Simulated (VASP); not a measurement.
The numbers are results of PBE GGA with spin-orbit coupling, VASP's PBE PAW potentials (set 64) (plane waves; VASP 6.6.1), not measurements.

VASP ran on this input.

INCAR:
```
ALGO  =  Normal
EDIFF  =  1E-6
ENCUT  =  300
GGA  =  PE
GGA_COMPAT  =  .False.
ISIF  =  2
ISMEAR  =  0
LASPH  =  .True.
LCHARG  =  .False.
LMAXMIX  =  4
LNONCOLLINEAR  =  .True.
LORBIT  =  11
LREAL  =  .False.
LSORBIT  =  .True.
LWAVE  =  .False.
MAGMOM  =  12*0.0
NELM  =  100
PREC  =  Accurate
SIGMA  =  0.2
SYSTEM  =  TiSb
```

File POSCAR:
```
TiSb
7.3395510
  0.5679215254   0.0000000000   0.0000000000
  0.0000000000   0.5679215254   0.0000000000
  0.0000000000   0.0000000000   1.0000000000
Ti Sb
2 2
Cartesian
  0.0000000000   0.2839607627   0.0000000000
  0.2839607627   0.0000000000   0.5000000000
  0.0000000000   0.0000000000   0.2500000000
  0.0000000000   0.0000000000   0.7500000000
```

**KPOINTS**
```
Automatic mesh
0
Gamma
4 4 3
0 0 0
```

POTCAR, in this order: Ti_sv Sb (PBE.64 set). Program: vasp_ncl.

### Question
What will the output report for the number of irreducible k-points (NKPTS), largest plane-wave count, number of space-group operations, FFT grid (NGX, NGY, NGZ)?

### Answer

- number of irreducible k-points (NKPTS) = 12
- largest plane-wave count = 3072
- number of space-group operations = 16
- FFT grid (NGX, NGY, NGZ) = 24 × 24 × 42

The structure was generated: TiSb was put into an ordered model structure, which need not be its known phase. The cell was not relaxed at this level. The k-mesh is coarse (spacing up to 0.38 per Å, 2π included), so the numbers may not be converged in it. The run is one of a series of settings (GGA_COMPAT = .FALSE., LNONCOLLINEAR = .TRUE., LSORBIT = .TRUE., MAGMOM = 0.0 0.0 0.0 0.0 0.0 0.0 0.0 0.0 0.0 0.0 0.0 0.0, program vasp_ncl against the base run), some of them coarse on purpose.
